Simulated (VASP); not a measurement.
## CdSe (Cadmoselite): what each functional gives for the gap

Aim: the gap of CdSe (Cadmoselite) on one structure at many levels of theory. The starting structure is a measured crystal structure from the Crystallography Open Database. The atoms were first relaxed with LDA in that cell, in a run that isn't shown, and the relaxed structure is the one below. Meshes and data sets differ where the inputs say so.

Calculated with VASP 6.6.1; Kohn-Sham DFT with plane waves and PAW; 9 levels of theory, named at each step.

The database entry behind the starting cell has ideal inner coordinates that were not refined, so it need not match the best structure at ambient conditions.

## Step 1: The starting structure

The structure is hexagonal, space group P6_3mc (No. 186). The conventional cell has a = 4.299 Å, b = 4.299 Å, c = 7.015 Å, α = 90.00°, β = 90.00°, γ = 120.00°. Nearest to Cd lie 4 Se at 2.63 Å. Se has 4 Cd at 2.63 Å nearest. Farther neighbours and most contacts between anions are not listed.

Structure file:

```
Cd Se
1.0
     4.29850    0.00000    0.00000
    -2.14925    3.72261    0.00000
     0.00000    0.00000    7.01520
Cd Se
2 2
Direct
  0.33333 0.66667 0.49985
  0.66667 0.33333 0.99985
  0.33333 0.66667 0.87515
  0.66667 0.33333 0.37515
```

## Step 2: Bands with LDA

LDA, the lowest rung, knows the local density alone.

INCAR

```
SYSTEM = CdSe
PREC = Accurate
ENCUT = 350
EDIFF = 1E-06
NELM = 100
ISMEAR = 0
SIGMA = 0.03
LREAL = .FALSE.
ALGO = Normal
GGA = CA
NBANDS = 32
LORBIT = 11
LWAVE = .FALSE.
LCHARG = .FALSE.
KPAR = 8
LASPH = .TRUE.
```

POSCAR

```
CdSe
1.0
    4.2985000000      0.0000000000      0.0000000000
   -2.1492500000      3.7226101982      0.0000000000
    0.0000000000      0.0000000000      7.0152000000
Cd Se
2 2
Direct
    0.3333333333      0.6666666667      0.4998477097
    0.6666666667      0.3333333333      0.9998477097
    0.3333333333      0.6666666667      0.8751522903
    0.6666666667      0.3333333333      0.3751522903
```

KPOINTS

```
Automatic mesh
0
Gamma
6 6 4
0 0 0
```

KPOINTS_OPT

```
Line mode
10
Line-mode
Reciprocal
  0.00000000   0.00000000   0.00000000 GAMMA
  0.50000000   0.00000000   0.00000000 M

  0.50000000   0.00000000   0.00000000 M
  0.33333333   0.33333333   0.00000000 K

  0.33333333   0.33333333   0.00000000 K
  0.00000000   0.00000000   0.00000000 GAMMA

  0.00000000   0.00000000   0.00000000 GAMMA
  0.00000000   0.00000000   0.50000000 A

  0.00000000   0.00000000   0.50000000 A
  0.50000000   0.00000000   0.50000000 L

  0.50000000   0.00000000   0.50000000 L
  0.33333333   0.33333333   0.50000000 H

  0.33333333   0.33333333   0.50000000 H
  0.00000000   0.00000000   0.50000000 A

  0.50000000   0.00000000   0.50000000 L
  0.50000000   0.00000000   0.00000000 M

  0.33333333   0.33333333   0.00000000 K
  0.33333333   0.33333333   0.50000000 H
```

Potentials, in the order of the species: Cd and Se (LDA family, release 64).

Run with:

```
mpirun -np 8 vasp_std
```

What it wrote:

```text
[banner, memory and clock lines left out]
running    8 mpi-ranks, on    1 nodes
 distrk:  each k-point on    1 cores,    8 groups
 distr:  one band on    1 cores,    1 groups

 POSCAR found type information on POSCAR CdSe
 POSCAR found :  2 types and       4 ions
|                                                                             |
|           W    W    AA    RRRRR   N    N  II  N    N   GGGG   !!!           |
|           W    W   A  A   R    R  NN   N  II  NN   N  G    G  !!!           |
|           W    W  A    A  R    R  N N  N  II  N N  N  G       !!!           |
|           W WW W  AAAAAA  RRRRR   N  N N  II  N  N N  G  GGG   !            |
|           WW  WW  A    A  R   R   N   NN  II  N   NN  G    G                |
|           W    W  A    A  R    R  N    N  II  N    N   GGGG   !!!           |
|                                                                             |
|     For optimal performance we recommend to set                             |
|       NCORE = 2 up to number-of-cores-per-socket                            |
|     NCORE specifies how many cores store one orbital (NPAR=cpu/NCORE).      |
|     This setting can greatly improve the performance of VASP for DFT.       |
|     The default, NCORE=1 might be grossly inefficient on modern             |
|     multi-core architectures or massively parallel machines. Do your        |
|     Unfortunately you need to use the default for GW and RPA                |
|     calculations (for HF NCORE is supported but not extensively tested      |
|     yet).                                                                   |
|                                                                             |

 LDA part: xc-table for (Slater(with rela. corr.)+CA(PZ))
 , standard interpolation
 POSCAR, INCAR and KPOINTS ok, starting setup
 FFT: planning ... GRIDC
 FFT: planning ... GRID_SOFT
 FFT: planning ... GRID
 WAVECAR not read
 entering main loop
       N       E                     dE             d eps       ncg     rms          rms(c)
DAV:   1     0.194022116510E+03    0.19402E+03   -0.13306E+04  1360   0.737E+02
DAV:   2    -0.505354440586E+01   -0.19908E+03   -0.19152E+03  1536   0.234E+02
DAV:   3    -0.141940249039E+02   -0.91405E+01   -0.90951E+01  1648   0.511E+01
DAV:   4    -0.142456157080E+02   -0.51591E-01   -0.51586E-01  1440   0.375E+00
DAV:   5    -0.142459371093E+02   -0.32140E-03   -0.32140E-03  1632   0.264E-01    0.907E+00
DAV:   6    -0.135536049312E+02    0.69233E+00   -0.85154E-01  1752   0.888E+00    0.713E+00
DAV:   7    -0.135028579892E+02    0.50747E-01   -0.37195E-01  1616   0.282E+00    0.244E+00
DAV:   8    -0.134955613051E+02    0.72967E-02   -0.42060E-02  1512   0.171E+00    0.344E-01
DAV:   9    -0.134949167767E+02    0.64453E-03   -0.47883E-03  1520   0.667E-01    0.736E-02
DAV:  10    -0.134948571093E+02    0.59667E-04   -0.36443E-04  1552   0.194E-01    0.461E-02
DAV:  11    -0.134948701418E+02   -0.13032E-04   -0.57886E-05  1552   0.413E-02    0.132E-02
DAV:  12    -0.134948695464E+02    0.59538E-06   -0.45775E-06  1536   0.210E-02
   1 F= -.13494870E+02 E0= -.13494870E+02  d E =-.491338E-16
 Start KPOINTS_OPT (optional k-point list driver)
k-point batch [1-21\90]
       N       E                     dE             ncg
DAV:   1     0.945966125111E+02   -0.14054E+05     1352
DAV:   2    -0.398140806835E+04   -0.40760E+04     1576
DAV:   3    -0.416271142570E+04   -0.18130E+03     1568
DAV:   4    -0.416372140570E+04   -0.10100E+01     1464
DAV:   5    -0.416372781629E+04   -0.64106E-02     1624
DAV:   6    -0.416372789540E+04   -0.79111E-04     1480
DAV:   7    -0.416372789671E+04   -0.13064E-05     1424
DAV:   8    -0.416372789677E+04   -0.59152E-07      976
[...]
k-point batch [85-90\90]
       N       E                     dE             ncg
DAV:   1     0.123697434328E+05   -0.58113E+04      384
DAV:   2     0.112305215879E+05   -0.11392E+04      448
DAV:   3     0.111807472604E+05   -0.49774E+02      464
DAV:   4     0.111804926640E+05   -0.25460E+00      424
DAV:   5     0.111804910692E+05   -0.15948E-02      464
DAV:   6     0.111804910502E+05   -0.19046E-04      464
DAV:   7     0.111804910499E+05   -0.29283E-06      424
```

The job ended after 16 s (8 MPI ranks of Intel Xeon Platinum 8259CL at 2.50GHz (Skylake/Cascade Lake), shared host; peak memory 1.6 GiB).

Lines that name or quote the potential files are left out of all logs, and their timing lines are given in words.

Parts of OUTCAR (step 2):

```text
ion  position               nearest neighbor table
   1  0.333  0.667  0.500-   4 2.63   4 2.63   4 2.63   3 2.63
   2  0.667  0.333  1.000-   3 2.63   3 2.63   3 2.63   4 2.63
   3  0.333  0.667  0.875-   2 2.63   2 2.63   2 2.63   1 2.63
   4  0.667  0.333  0.375-   1 2.63   1 2.63   1 2.63   2 2.63

  LATTYP: Found a hexagonal cell.
 ALAT       =     4.2985000000
 C/A-ratio  =     1.6320111667

 Subroutine GETGRP returns: Found 12 space group operations
 (whereof  6 operations were pure point group operations)

The static configuration has the point symmetry C_3v.
 The point group associated with its full space group is C_6v.

 Found     21 irreducible k-points:

   k-points           NKPTS =     21   k-points in BZ     NKDIM =     21   number of bands    NBANDS=     32

   dimension x,y,z NGX =    28 NGY =   28 NGZ =   48
   dimension x,y,z NGXF=    56 NGYF=   56 NGZF=   96

   ENCUT  =  350.0 eV  25.72 Ry    5.07 a.u.   6.56  6.56 10.70*2*pi/ulx,y,z

   NELECT =      36.0000    total number of electrons

 k-points in reciprocal lattice and weights: Automatic mesh
   0.00000000  0.00000000  0.00000000       0.007
   0.16666667 -0.00000000  0.00000000       0.042
   0.33333333 -0.00000000  0.00000000       0.042
   0.50000000 -0.00000000  0.00000000       0.021
   0.16666667  0.16666667  0.00000000       0.042
   0.33333333  0.16666667  0.00000000       0.083
   0.33333333  0.33333333  0.00000000       0.014
   0.00000000  0.00000000  0.25000000       0.014
   0.16666667 -0.00000000  0.25000000       0.083
[...]
0.33333333  0.16666667  0.50000000       0.083
   0.33333333  0.33333333  0.50000000       0.014

 average (electrostatic) potential at core
       1 -40.6988       2 -40.6988       3 -62.6994       4 -62.6994

 E-fermi :   1.0026

 k-point     1 :       0.0000    0.0000    0.0000
  band No.  band energies     occupation
    ...
     14       0.0551      2.00000
     15       0.0551      2.00000
     16       0.7836      2.00000
     17       0.8405      2.00000
     18       0.8405      2.00000
     19       1.2567      0.00000
     20       2.8475      0.00000
     21       6.5502      0.00000
     22       6.5502      0.00000
     23       6.8360      0.00000
    ...

 k-point     2 :       0.1667   -0.0000    0.0000
  band No.  band energies     occupation
    ...
     14      -1.0272      2.00000
     15      -0.6441      2.00000
     16      -0.2730      2.00000
     17       0.5703      2.00000
     18       0.6427      2.00000
     19       2.6574      0.00000
     20       3.8322      0.00000
     21       5.9039      0.00000
     22       6.9190      0.00000
     23       6.9217      0.00000
    ...

 k-point     3 :       0.3333   -0.0000    0.0000
  band No.  band energies     occupation
    ...
     14      -2.3070      2.00000
     15      -1.8803      2.00000
     16      -0.8207      2.00000
     17      -0.0484      2.00000
     18       0.2531      2.00000
     19       3.6531      0.00000
     20       4.1107      0.00000
     21       5.7261      0.00000
     22       6.5054      0.00000
     23       7.1973      0.00000
    ...

  Total       -1.2574424     -1.2574424     -1.1964785      0.0000000      0.0000000      0.0000000
  in kB      -17.9470941    -17.9470941    -17.0769744      0.0000000      0.0000000      0.0000000
  external PRESSURE =     -17.6570542 kB  Pullay stress =       0.0000000 kB

  energy-cutoff  :      350.00
  volume of cell :      112.25
      direct lattice vectors                 reciprocal lattice vectors
     4.298500000  0.000000000  0.000000000     0.232639293  0.134314358  0.000000000
    -2.149250000  3.722610198  0.000000000     0.000000000  0.268628717  0.000000000
     0.000000000  0.000000000  7.015200000     0.000000000  0.000000000  0.142547611

 POSITION                                       TOTAL-FORCE (eV/Angst)
 -----------------------------------------------------------------------------------
     -0.00000      2.48174      3.50653         0.000000     -0.000000     -0.011955
      2.14925      1.24087      7.01413         0.000000      0.000000     -0.011955
     -0.00000      2.48174      6.13937         0.000000     -0.000000      0.011955
      2.14925      1.24087      2.63177        -0.000000      0.000000      0.011955
 -----------------------------------------------------------------------------------
    total drift:                                0.000000      0.000000     -0.000019

  FREE ENERGIE OF THE ION-ELECTRON SYSTEM (eV)
  ---------------------------------------------------
  free  energy   TOTEN  =       -13.4948695464 eV

  energy  without entropy=      -13.4948695464  energy(sigma->0) =      -13.49486955

 total charge
# of ion       s       p       d       tot
------------------------------------------
    1        0.458   0.320   9.528  10.306
    2        0.458   0.320   9.528  10.306
    3        1.450   2.377   0.023   3.849
    4        1.450   2.377   0.023   3.849
--------------------------------------------------
tot          3.815   5.395  19.101  28.311

[... 3 further parts left out ...]
```

Spin-orbit coupling is off here; it would split degenerate levels.

LDA gives a direct gap of 0.416 eV.

## Step 3: Bands with PBE

PBE, the usual starting point, adds the gradient of the density.

Edit INCAR of step 2 so:

```diff
@@ -9,3 +9,3 @@
 ALGO = Normal
-GGA = CA
+GGA = PE
 NBANDS = 32
```

POSCAR is that of step 2.

KPOINTS is that of step 2.

KPOINTS_OPT is that of step 2.

PAW data sets: Cd and Se (PBE family, release 64).

Run with:

```
mpirun -np 8 vasp_std
```

What it wrote:

```text
[banner, memory and clock lines left out]
running    8 mpi-ranks, on    1 nodes
[...]
[... a notice as in an earlier step ...]

 LDA part: xc-table for (Slater+PW92), standard interpolation
 POSCAR, INCAR and KPOINTS ok, starting setup
[...]
entering main loop
       N       E                     dE             d eps       ncg     rms          rms(c)
DAV:   1     0.193258703633E+03    0.19326E+03   -0.13372E+04  1360   0.738E+02
DAV:   2    -0.283187485129E+01   -0.19609E+03   -0.18896E+03  1544   0.232E+02
DAV:   3    -0.116182966263E+02   -0.87864E+01   -0.87448E+01  1648   0.499E+01
DAV:   4    -0.116651817431E+02   -0.46885E-01   -0.46881E-01  1448   0.358E+00
[...]
DAV:  12    -0.109101276827E+02   -0.48431E-05   -0.46691E-06  1616   0.141E-02    0.789E-03
DAV:  13    -0.109101292367E+02   -0.15539E-05   -0.38660E-06  1272   0.120E-02    0.162E-03
DAV:  14    -0.109101293948E+02   -0.15818E-06   -0.13868E-07  1120   0.238E-03
   1 F= -.10910129E+02 E0= -.10910129E+02  d E =-.472733E-23
 Start KPOINTS_OPT (optional k-point list driver)
k-point batch [1-21\90]
       N       E                     dE             ncg
DAV:   1     0.142262338474E+03   -0.14007E+05     1352
DAV:   2    -0.386813876359E+04   -0.40104E+04     1584
DAV:   3    -0.404192486397E+04   -0.17379E+03     1576
DAV:   4    -0.404285761962E+04   -0.93276E+00     1472
DAV:   5    -0.404286358313E+04   -0.59635E-02     1624
DAV:   6    -0.404286366023E+04   -0.77099E-04     1456
DAV:   7    -0.404286366157E+04   -0.13379E-05     1408
DAV:   8    -0.404286366164E+04   -0.67330E-07      952
[...]
k-point batch [85-90\90]
       N       E                     dE             ncg
DAV:   1     0.123709929732E+05   -0.58101E+04      392
DAV:   2     0.112621730430E+05   -0.11088E+04      448
DAV:   3     0.112156198595E+05   -0.46553E+02      456
DAV:   4     0.112153901947E+05   -0.22966E+00      432
DAV:   5     0.112153887108E+05   -0.14839E-02      456
DAV:   6     0.112153886920E+05   -0.18791E-04      448
DAV:   7     0.112153886917E+05   -0.30250E-06      408
```

The job ended after 19 s (8 MPI ranks; peak memory 1.8 GiB).

From OUTCAR (step 3):

```text
  Total        2.0415467      2.0415467      2.1149628      0.0000000      0.0000000      0.0000000
  in kB       29.1383761     29.1383761     30.1862227      0.0000000      0.0000000      0.0000000
  external PRESSURE =      29.4876583 kB  Pullay stress =       0.0000000 kB

 POSITION                                       TOTAL-FORCE (eV/Angst)
 -----------------------------------------------------------------------------------
     -0.00000      2.48174      3.50653         0.000000     -0.000000     -0.008968
      2.14925      1.24087      7.01413        -0.000000     -0.000000     -0.008968
     -0.00000      2.48174      6.13937        -0.000000      0.000000      0.008968
      2.14925      1.24087      2.63177         0.000000     -0.000000      0.008968
 -----------------------------------------------------------------------------------
    total drift:                                0.000000      0.000000     -0.000006

  FREE ENERGIE OF THE ION-ELECTRON SYSTEM (eV)
  ---------------------------------------------------
  free  energy   TOTEN  =       -10.9101293948 eV

  energy  without entropy=      -10.9101293948  energy(sigma->0) =      -10.91012939

[... 2 parts as in an earlier step ...]

[... 1 further part left out ...]
[key lines of the parts left out:]
E-fermi :   1.1716
```

PBE gives a direct gap of 0.665 eV. The least gap is +0.248 eV from that of LDA.

## Step 4: Bands with r2SCAN

r2SCAN adds the kinetic-energy density, costs more than a GGA and is run with LASPH.

Edit INCAR of step 3 so:

```diff
@@ -9,3 +9,4 @@
 ALGO = Normal
-GGA = PE
+METAGGA = R2SCAN
+LASPH = .TRUE.
 NBANDS = 32
@@ -15,2 +16 @@
 KPAR = 8
-LASPH = .TRUE.
```

POSCAR is that of step 3.

KPOINTS is that of step 3.

KPOINTS_OPT is that of step 3.

Run with:

```
mpirun -np 8 vasp_std
```

What it wrote:

```text
[banner, memory and clock lines left out]
running    8 mpi-ranks, on    1 nodes
[...]
[... a notice as in an earlier step ...]

|                                                                             |
|               ----> ADVICE to this user running VASP <----                  |
|                                                                             |
|     You enforced a specific xc type in the INCAR file but a different       |
|     [... a line on the potential file left out ...]
|     I HOPE YOU KNOW WHAT YOU ARE DOING!                                     |
|                                                                             |

 LDA part: xc-table for (None), standard interpolation
 POSCAR, INCAR and KPOINTS ok, starting setup
[...]
entering main loop
       N       E                     dE             d eps       ncg     rms          rms(c)
DAV:   1     0.128906359180E+03    0.12891E+03   -0.13612E+04  1360   0.754E+02
DAV:   2    -0.724265208955E+02   -0.20133E+03   -0.19374E+03  1536   0.236E+02
[...]
DAV:  14    -0.717991374458E+02   -0.12663E-05   -0.28760E-06  1544   0.131E-02    0.511E-03
DAV:  15    -0.717991372339E+02    0.21192E-06   -0.11490E-07   752   0.236E-03
   1 F= -.71799137E+02 E0= -.71799137E+02  d E =-.120372E-14
 Start KPOINTS_OPT (optional k-point list driver)
k-point batch [1-21\90]
       N       E                     dE             ncg
DAV:   1    -0.806824914520E+02   -0.14230E+05     1352
DAV:   2    -0.421472601085E+04   -0.41340E+04     1584
DAV:   3    -0.439307156245E+04   -0.17835E+03     1584
DAV:   4    -0.439397714040E+04   -0.90558E+00     1456
DAV:   5    -0.439398337126E+04   -0.62309E-02     1632
DAV:   6    -0.439398346073E+04   -0.89473E-04     1440
DAV:   7    -0.439398346242E+04   -0.16865E-05     1456
DAV:   8    -0.439398346249E+04   -0.73091E-07      944
[...]
k-point batch [85-90\90]
       N       E                     dE             ncg
DAV:   1     0.123180140878E+05   -0.58631E+04      384
DAV:   2     0.111636679415E+05   -0.11543E+04      448
DAV:   3     0.111149227691E+05   -0.48745E+02      456
DAV:   4     0.111146949074E+05   -0.22786E+00      424
DAV:   5     0.111146933307E+05   -0.15767E-02      448
DAV:   6     0.111146933086E+05   -0.22128E-04      464
DAV:   7     0.111146933082E+05   -0.38354E-06      424
```

Wall time 62 s (8 MPI ranks); peak memory 2 GiB; 8.1 min of CPU time.

OUTCAR, selected parts (step 4):

```text
  Total        0.9772001      0.9772001      1.0251283      0.0000000      0.0000000      0.0000000
  in kB       13.9472806     13.9472806     14.6313444      0.0000000      0.0000000      0.0000000
  external PRESSURE =      14.1753019 kB  Pullay stress =       0.0000000 kB

 POSITION                                       TOTAL-FORCE (eV/Angst)
 -----------------------------------------------------------------------------------
     -0.00000      2.48174      3.50653         0.000000     -0.000000     -0.010794
      2.14925      1.24087      7.01413         0.000000      0.000000     -0.010794
     -0.00000      2.48174      6.13937        -0.000000      0.000000      0.010794
      2.14925      1.24087      2.63177        -0.000000      0.000000      0.010794
 -----------------------------------------------------------------------------------
    total drift:                                0.000000      0.000000     -0.005477

  FREE ENERGIE OF THE ION-ELECTRON SYSTEM (eV)
  ---------------------------------------------------
  free  energy   TOTEN  =       -71.7991372339 eV

  energy  without entropy=      -71.7991372339  energy(sigma->0) =      -71.79913723

[... 2 parts as in an earlier step ...]

[... 1 further part left out ...]
[key lines of the parts left out:]
E-fermi :   0.8219
```

r2SCAN gives a direct gap of 1.154 eV. The least gap is +0.738 eV from that of LDA.

[end of part 1 of 3]

[Lines on the potential files, build, host, timing and source positions are cut from VASP's logs without a mark.]

[Logs are printed without paths, hosts, clocks, repeated set-up lines and the standing remarks that a program may print on its own settings, such as how far it seeks lower states.]

[Hosts, paths, dates, database ids (printed as entryN), source tags and the programs' standing remarks are cut or masked in the printed files.]
